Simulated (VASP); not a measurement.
Input:

```yaml
crystal:
  lattice:
    - [0.00000, 3.07515, 3.07515]
    - [3.07515, 0.00000, 3.07515]
    - [3.07515, 3.07515, 0.00000]
  atoms:
    - { symbol: Pb, position: [0.00000, 0.00000, 0.00000] }
    - { symbol: Se, position: [0.50000, 0.50000, 0.50000] }
```

The numbers are results of PW91 GGA, VASP's PBE PAW potentials (set 64) (plane waves; VASP), not measurements. Settings: 520 eV cut-off, 7×7×7 Γ-centred mesh, Gaussian smearing of 0.050 eV, potentials Pb_d Se.

Give the stress tensor in GPa (positive for a compressed cell).

```
1.55  0.00  0.00
0.00  1.55  0.00
0.00  0.00  1.55
```
The pressure is its mean diagonal, 1.55 GPa.

The compound is PbSe in the rock salt structure. This cell is one point of a volume scan, at 0.97 of the reference volume.
